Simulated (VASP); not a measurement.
**Bulk modulus of wurtzite semiconductors: PBEsol against PBE**

VASP (plane waves, PAW); cells keep the symmetry of their structure type. Static lattice, from a third-order Birch-Murnaghan fit over five volumes at each level.

Here x stands for PBE B0 and y for PBEsol B0.

```
solid  PBE B0 (GPa)  PBEsol B0 (GPa)  cut-off (eV)
-----  ------------  ---------------  ------------
MgTe           34.1                ?           520
CdSe           44.6             51.8           520
CdS            53.1             61.0           520
ZnS            69.0             78.0           520
ZnO           128.6            144.6           520
GaN           170.1            187.9           520
AlN           193.7            201.4           520
SiC           212.9            221.7           520
BN            372.6            386.1           520
```

Fit y of the 8 rows that show it with a straight line. With u = x - 156, the rows have u = -111.40, -102.90, -87.00, -27.40, 14.10, 37.70, 56.90, 216.60. Means: u -0.42500, y 166.56. About the means, the sum of products is 84257 and the sum of squares of u is 83090; the slope is their ratio. Least squares gives y = 166.99 + 1.01405·u. Residuals (row less fit): -2.22, -1.64, -0.77, 5.39, 6.61, -3.82, -2.99, -0.53; standard error 4.18 (degrees of freedom: 6). The slope is 1.01 with a standard error of 0.015.

Question: Estimate the missing y (x = 34.1); what did the run itself give?

Answer: u = -121.90, so y = 166.99 + 1.01405 × (-121.90) = 43.38 GPa. The calculation gives 36.4 GPa, 6.98 GPa below the prediction (2.0 % of the range of y in the table). The row lies outside the fitted rows, so this is an extrapolation. From the scatter of the fitted rows alone, a prediction at this place has a standard error of 4.77 GPa, so the miss is 1.5 times that.

ZnS is here the high-temperature form. SiC is here the rare 2H polytype. BN is here a metastable high-pressure form. The rows are a random draw from the solids of this series computed here; series whose standard error about the line passes 12 to 30 % of the range of y, or with no trend, aren't shown in this form.
